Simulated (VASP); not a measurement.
Runs of VASP 6.6.1 on Nb3Sn. The structure is cubic, space group Pm-3n (No. 223). The conventional cell has a = 5.257 Å, b = 5.257 Å, c = 5.257 Å, α = 90.00°, β = 90.00°, γ = 90.00°. Nb (site symmetry -4m2) has 2 Nb at 2.63 Å and 4 Sn at 2.94 Å as nearest neighbours. Sn (site symmetry m-3) is surrounded by 12 Nb at 2.94 Å. 

| task | level | potentials or basis | spin | cell | cutoff (eV) | k mesh for the DOS | occupations for the DOS | pressure (GPa) |
| --- | --- | --- | --- | --- | --- | --- | --- | --- |
| band structure | r2SCAN | VASP PAW PBE potentials, release 64 (Nb_sv, Sn_d) | off | Pm-3n, 18.16 Å³/atom | 520 | - | - | 4.7 |
| relaxation of cell and atoms | PBEsol | VASP PAW PBE potentials, release 64 (Nb_sv, Sn_d) | off | relaxed | 600 | - | - | 0.0 |
| band structure | LDA | VASP PAW LDA potentials, release 64 (Nb_sv, Sn_d) | off | Pm-3n, 18.16 Å³/atom | 520 | - | - | (a) |
| band structure | PBE | VASP PAW PBE potentials, release 64 (Nb_sv, Sn_d) | off | Pm-3n, 18.16 Å³/atom | 520 | - | - | 5.9 |
| band structure | PBE | VASP PAW PBE potentials, release 64 (Nb_sv, Sn_d) | SOC, no magnetisation | Pm-3n, 18.16 Å³/atom | 520 | - | - | 5.9 |

Alike in all rows: k mesh 8 × 8 × 8; smearing methfessel-paxton 0.1 eV.

Question: Fill in the values left out.

Answer: (a) -3.7.

Caveats: the PAW data sets were made with another functional, which shifts forces and pressure a little (some runs).
